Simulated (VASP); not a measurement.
Wanted: the native input for a VASP 6.6.1 run.

| Quantity | Value |
| --- | --- |
| Task | single point |
| Functional | PBE |
| Dispersion | D3(BJ) |
| Potentials or basis | VASP PAW PBE potentials, release 64 (O, H, C, N) |
| Cutoff | 520 eV |
| k mesh | 1 × 1 × 1 |
| Occupations | fermi-dirac, width 0.02 eV |
| Spin | no spin polarisation |
| Dipole correction | no |
| Further INCAR settings | LREAL = Auto; ALGO = Normal; EDIFF = 1e-06; NBANDS = 61 |

The structure of H19C2NO8 lies in POSCAR:

```
H19C2NO8
1.0
    6.8894190000      0.0000000000      0.0000000000
    0.0000000000      6.8894190000      0.0000000000
    0.0000000000      0.0000000000      6.8894190000
O H C N
8 19 2 1
Direct
    0.8403030793      0.2842474815      0.1145234453
    0.6203425862      0.2711694557      0.7144869546
    0.9687899662      0.8394176635      0.2050971207
    0.1298948431      0.7879329157      0.5444871331
    0.2553771225      0.8680993274      0.9411533832
   -0.0112491344      0.1478934581      0.6975334205
    0.4371486188      0.2404992351      0.1021131100
    0.3313196657      0.1399392315      0.4958908727
    0.9057802987      0.2522999400     -0.0074171712
    0.9055335435      0.1906401686      0.1972444991
    0.5997893291      0.3048878287      0.8590129298
    0.7625316445      0.2331691540      0.7040506609
    0.8961133007      0.7669296932      0.1147702005
    1.0150057646      0.7762338159      0.3234525292
    0.1723802834      0.7148207998      0.6630022067
    0.2221377449      0.8996985087      0.5324977331
    0.1531914375      0.8527134146      1.0480564471
    0.3692909373      0.7922729043      0.9894738584
    0.0947104538      0.1928319355      0.6229407734
    0.0211048276      0.0120329450      0.7303373478
    0.5872773887      0.2232699158      0.1047693572
    0.3796982010      0.1558186547     -0.0004789954
    0.4239109278      0.2035730444      0.5968572967
    0.3517422877      0.1794781244      0.3618882811
    0.6372380603      0.8047558147      0.4056365276
    0.7026862497      0.5498431726      0.4445803050
    0.4567584001      0.6408668133      0.4972552838
    0.6169751034      0.6768930733      0.5044982748
    0.6785042396      0.7138337790      0.7016701989
    0.7027443098      0.7284939412      0.8661398008
```

The cell was built by a generator and needn't be a form met in nature.

One way to write it, as run:

INCAR

```
PREC = Accurate
ENCUT = 520
EDIFF = 1E-6
ISMEAR = -1
SIGMA = 0.02
LREAL = Auto
LASPH = True
NELM = 100
ALGO = Normal
ISIF = 2
LWAVE = False
LCHARG = False
GGA = PE
IVDW = 12
NBANDS = 61
```

KPOINTS

```
regular mesh
0
Gamma
  1 1 1
```

Potentials or basis: VASP PAW PBE potentials, release 64 (O, H, C, N).

Launch:

```bash
$ cat potpaw_PBE.64/O/POTCAR potpaw_PBE.64/H/POTCAR potpaw_PBE.64/C/POTCAR potpaw_PBE.64/N/POTCAR > POTCAR
$ mpirun -np 1 vasp_gam > vasp.out
```

Results of the run:

* Pressure: -1.4 GPa
* Largest force: 2.579 eV/Å
* Band gap on the k mesh: 4.80 eV, direct
* Dispersion energy per atom: -0.036 eV

Caveat: the standard files for N, O and F lose accuracy on very short bonds.

It took 86 s on 1 thread of Intel(R) Xeon(R) Platinum 8375C CPU @ 2.90GHz (Ice Lake) (shared host), peak memory 0.34 GiB.
